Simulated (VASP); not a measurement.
These are PBE GGA, VASP's PBE PAW potentials (set 64) (plane waves; VASP) values and carry that method's errors.

Input for VASP

INCAR:
```
# general
SYSTEM =PbO monolayer
PREC   =Normal
ENCUT  =500   # plane-wave cut-off (eV)
LREAL  =.FALSE.   # projection in real space or not
LASPH  =.TRUE.   # aspherical one-centre terms

# electronic loop
EDIFF  =1E-6
NELM   =100
NELMIN =4
ALGO   =Normal   # blocked Davidson
LMAXMIX=4   # l cut-off of mixed one-centre charges

# smearing
ISMEAR =0   # Gaussian
SIGMA  =0.05   # width (eV)

# functional
GGA    =PE

# output
LWAVE  =.TRUE.
LCHARG =.FALSE.
LORBIT =11   # lm-projected
LVHAR  =.TRUE.
```

POSCAR:
```
PbO monolayer
1
    4.0482835962     0.0000000000    -0.0000000000
    0.0000000000     4.0482835962    -0.0000000000
   -0.0000000000    -0.0000000000    20.4339133929
Pb O
2 2
Direct
  0.5000000000   0.0000000000   0.4413177789
  1.0000000000   0.5000000000   0.5586822211
  0.5000000000   0.5000000000   0.5000000000
  0.0000000000   0.0000000000   0.5000000000
```

File KPOINTS:
```
Regular mesh
0
gamma
  12 12 1
0 0 0
```

POTCAR, in this order: Pb_d O (PBE.64 set). Program: vasp_std. Read from the step before: WAVECAR.

What VASP printed:

**OSZICAR**
```
       N       E                     dE             d eps       ncg     rms          rms(c)
DAV:   1    -0.214672507786E+02   -0.21467E+02   -0.36454E-03  1448   0.942E-01    0.870E-03
DAV:   2    -0.214672424086E+02    0.83700E-05   -0.27712E-05  2088   0.405E-02    0.430E-03
DAV:   3    -0.214672403233E+02    0.20853E-05   -0.27160E-06  1352   0.168E-02    0.239E-03
DAV:   4    -0.214672389473E+02    0.13759E-05   -0.24203E-06  1208   0.957E-03    0.960E-04
DAV:   5    -0.214672387331E+02    0.21422E-06   -0.41400E-07  1160   0.716E-03
   1 F= -.21467239E+02 E0= -.21467239E+02  d E =-.932994E-13
```

File OUTCAR:
```
------------------------ aborting loop because EDIFF is reached ----------------------------------------
  FORCE on cell =-STRESS in cart. coord.  units (eV):
  Direction    XX          YY          ZZ          XY          YZ          ZX
  --------------------------------------------------------------------------------------
  Total       -0.0545644     -0.0545644     -0.1343546      0.0000000      0.0000000      0.0000000
  in kB       -0.2610517     -0.2610517     -0.6427908      0.0000000      0.0000000      0.0000000
  external PRESSURE =      -0.3882981 kB  Pullay stress =       0.0000000 kB
  volume of cell :      334.88
      direct lattice vectors                 reciprocal lattice vectors
     4.048283596  0.000000000  0.000000000     0.247018267  0.000000000  0.000000000
     0.000000000  4.048283596  0.000000000     0.000000000  0.247018267  0.000000000
     0.000000000  0.000000000 20.433913393     0.000000000  0.000000000  0.048938252
 POSITION                                       TOTAL-FORCE (eV/Angst)
 -----------------------------------------------------------------------------------
      2.02414      0.00000      9.01785         0.000000     -0.000000      0.018274
      0.00000      2.02414     11.41606         0.000000     -0.000000     -0.018274
      2.02414      2.02414     10.21696        -0.000000      0.000000      0.000000
      0.00000      0.00000     10.21696         0.000000     -0.000000      0.000000
 -----------------------------------------------------------------------------------
    total drift:                                0.000000      0.000000      0.000000
  FREE ENERGIE OF THE ION-ELECTRON SYSTEM (eV)
  ---------------------------------------------------
  free  energy   TOTEN  =       -21.4672387331 eV

  energy  without entropy=      -21.4672387331  energy(sigma->0) =      -21.46723873

 total charge

# of ion       s       p       d       tot
------------------------------------------
    1        1.387   0.596   9.868  11.851
    2        1.387   0.596   9.868  11.851
    3        1.579   3.377   0.000   4.956
    4        1.579   3.377   0.000   4.956
--------------------------------------------------
tot          5.932   7.946  19.736  33.614
```
(Selected blocks of OUTCAR.)

The cell is a sheet with vacuum, built from PbO (litharge).
